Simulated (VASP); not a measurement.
An input for Ansatz (written as the equivalent of a VASP run, and not itself run):

Ansatz 0.2 input:
```yaml
crystal:
  lattice:
    - [4.2427300, 0.0000000, 0.0000000]
    - [-2.1213650, 3.6743120, 0.0000000]
    - [0.0000000, 0.0000000, 7.6827500]
  atoms:
    - { symbol: Sr, position: [0.6670590, 0.3315130, 0.6792340] }
    - { symbol: Sr, position: [0.3384140, 0.6753910, 0.3242270] }
    - { symbol: H, position: [0.0007220, 0.0015340, 0.4932070] }
    - { symbol: H, position: [0.6668690, 0.3185940, 0.3571350] }
    - { symbol: H, position: [0.3305130, 0.6718330, 0.6402660] }
    - { symbol: I, position: [-0.0035760, 0.0011350, 0.0059300] }
kpoints:
  mp_grid: { grid: [6, 6, 3] }
hamiltonian:
  xc: pbesol
  pseudopotentials: { kind: paw }
scf:
  occupations: { method: fermi_dirac, width: 0.02 }
  max_iter: 100
output: { forces: true, stress: true, eigenvalues: true }
```

Problem. Write the VASP files for the same calculation (PBEsol).

Solution. This is not unique; one that fits is 
**POSCAR**
```
Sr2H3I
1
    4.2427300000     0.0000000000     0.0000000000
   -2.1213650000     3.6743120000     0.0000000000
    0.0000000000     0.0000000000     7.6827500000
Sr H I
2 3 1
Direct
  0.6670590000   0.3315130000   0.6792340000
  0.3384140000   0.6753910000   0.3242270000
  0.0007220000   0.0015340000   0.4932070000
  0.6668690000   0.3185940000   0.3571350000
  0.3305130000   0.6718330000   0.6402660000
 -0.0035760000   0.0011350000   0.0059300000
```

**KPOINTS**
```
Automatic mesh
0
Gamma
6 6 3
0 0 0
```

INCAR:
```
SYSTEM = Sr2H3I
PREC = Accurate; ENCUT = 300; LREAL = .False.
LASPH = .True.
EDIFF = 1E-6; NELM = 100; ALGO = Normal
LMAXMIX = 4
ISMEAR = -1; SIGMA = 0.02
GGA = PS
ISIF = 2
LWAVE = .False.; LCHARG = .False.
```

POTCAR, in this order: Sr_sv H I (PBE.64 set). Program: vasp_std.

Limits of the translation: each code has its own PAW files, so the cut-off isn't converted (ENCUT is set for VASP's; basis.ecutwfc is left out, and Ansatz then takes the one that its files recommend); Ansatz stops its SCF on the density residual and VASP on the energy change (EDIFF).

The structure comes from a computed database's Sr2H3I entry; how it stands against other phases isn't given here. The cell was not relaxed at this level, atoms are displaced from their ideal sites.
